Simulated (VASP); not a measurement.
## BaMg6Cu under changes of volume

One of the cells (27.125 Å³/atom); the others are scaled copies at fixed shape and fractional positions:

```
Ba Cu Mg
1.0
     5.02240    0.00000    0.00000
     0.00000    3.06180    7.05581
     0.00000   -3.06180    7.05581
Ba Cu Mg
1 1 6
Cartesian
  2.5112 0.0000 9.9712
  2.5112 0.0000 1.3808
  0.0000 0.0000 12.3294
  0.0000 0.0000 4.0888
  0.0000 -1.5876 8.0955
  0.0000 1.5876 8.0955
  2.5112 -1.4901 6.2426
  2.5112 1.4901 6.2426
```

The cell comes from a database or a generator and needn't be the stable form of this composition.

- Program: VASP 6.6.1
- Functional: PBE
- Potentials or basis: VASP PAW PBE potentials, release 64 (Ba_sv, Cu, Mg)
- Cutoff: 520 eV
- k mesh: 6 × 5 × 5
- Occupations: fermi-dirac, width 0.05 eV
- Spin: no spin polarisation

```tsv
volume (Å³/atom)	energy over the lowest point (meV/atom)	pressure (GPa)	largest force (eV/Å)
24.998	11.14	2.3	0.173
25.530	?	?	?
26.062	1.10	0.8	0.088
27.125	0.00	-0.4	0.076
27.657	2.27	-0.9	0.097
28.189	6.20	-1.4	0.130
```

Q: What does the run at 25.530 Å³/atom give?

A: Energy over the lowest point 4.89 meV/atom; pressure 1.5 GPa; largest force 0.128 eV/Å.

Worked out: A Birch-Murnaghan fit of order 3 (a polynomial in V^(-2/3)) to the other rows has its minimum at 26.73 Å³/atom with B0 = V·E''(V) = 30 GPa and B' = 4.0 at fixed shape and positions, which overstates the stiffness. It gives 4.89 meV/atom at 25.530 Å³/atom, against the run's 4.89, and -dE/dV = 1.5 GPa, against 1.5.

Energies are extrapolated to zero smearing.
